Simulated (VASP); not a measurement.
Input:

```
CELL_PARAMETERS angstrom
      1.72519     0.99604     5.37688
     -1.72519     0.99604     5.37688
      0.00000    -1.99208     5.37688
ATOMIC_POSITIONS crystal
  Y  0.50000 0.50000 0.50000
  Mg 0.00000 0.00000 0.00000
```

Calculation: PBEsol GGA, VASP's PBE PAW potentials (set 64) (plane waves; VASP). Numerical set-up: 400 eV cut-off, 14×14×14 Γ-centred mesh, tetrahedra with Blöchl corrections, potentials Y_sv Mg.

Question: Predict the energy per atom (σ→0), band gap (on the k-mesh) with the smallest direct gap where there is one.

Answer: 
The band gap (on the k-mesh) comes out as none (metal, semimetal or under 0.01 eV) and the energy per atom (σ→0) is -409.4 kJ/mol of atoms.

The absolute energy has meaning only against runs of the same code, potentials and settings.

The structure comes from a computed database's YMg entry (R-3m); how it stands against other phases isn't given here. It was relaxed first. The electron count is odd and the run is not spin-polarised, which forces a metal.
